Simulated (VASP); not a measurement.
The input files of a VASP run:

KPOINTS:
```
Regular mesh
0
G
  7 7 7
```

INCAR:
```
AGGAC = 0.0
ALGO = Normal
EDIFF = 1E-6
EDIFFG = -0.02
ENCUT = 520
GGA = BO
IBRION = 2
ISIF = 3
ISMEAR = 1
LASPH = .True.
LCHARG = .False.
LMAXMIX = 6
LREAL = .False.
LUSE_VDW = .True.
LWAVE = .False.
NELM = 100
NSW = 60
PARAM1 = 0.1833333333
PARAM2 = 0.22
PREC = Accurate
SIGMA = 0.1
SYSTEM = Pt3Ti
```

**POSCAR**
```
Pt3Ti
1
    3.8984325567     0.0000000000     0.0000000000
   -0.0000000000     3.8984325567     0.0000000000
   -0.0000000000     0.0000000000     3.8984325567
Ti Pt
1 3
Direct
  0.0000000000   0.0000000000   0.0000000000
  0.0000000000   0.5000000000   0.5000000000
  0.5000000000   0.0000000000   0.5000000000
  0.5000000000   0.5000000000   0.0000000000
```

POTCAR, in this order: Ti_sv Pt (PBE.64 set). Program: vasp_std.

Translate this optB88-vdW calculation to Quantum ESPRESSO's pw.x.

One equivalent input (not run):
```
&CONTROL
  calculation = 'vc-relax'
  pseudo_dir = './pseudo'
  outdir = './out'
  tprnfor = .true.
  tstress = .true.
  nstep = 60
  forc_conv_thr = 0.00078
/
&SYSTEM
  ibrav = 0
  nat = 4
  ntyp = 2
  ecutwfc = 84
  occupations = 'smearing'
  smearing = 'methfessel-paxton'
  degauss = 0.00735
  input_dft = 'vdw-df-obk8'
/
&ELECTRONS
  conv_thr = 7.3e-08
  electron_maxstep = 100
/
&IONS
/
&CELL
/
ATOMIC_SPECIES
  Ti 47.867 Ti.upf
  Pt 195.084 Pt.upf
CELL_PARAMETERS angstrom
     3.8984326    0.0000000    0.0000000
    -0.0000000    3.8984326    0.0000000
    -0.0000000    0.0000000    3.8984326
ATOMIC_POSITIONS crystal
  Ti   0.0000000  0.0000000  0.0000000
  Pt   0.0000000  0.5000000  0.5000000
  Pt   0.5000000  0.0000000  0.5000000
  Pt   0.5000000  0.5000000  0.0000000
K_POINTS automatic
  7 7 7 0 0 0
```
The two are equivalent in intent, not identical: the potentials are each code's own (VASP's PAW set, PseudoDojo norm-conserving files in pw.x), so ENCUT and ecutwfc are chosen apart and not converted; conv_thr bounds pw.x's estimated SCF error, while EDIFF bounds the energy change between steps; forc_conv_thr acts on force components and is met together with etot_conv_thr.

The compound is Pt3Ti in the L1_2 structure. This run relaxes it. Symmetry was kept, so distortions that lower it aren't found. The start is the result of an earlier pass.
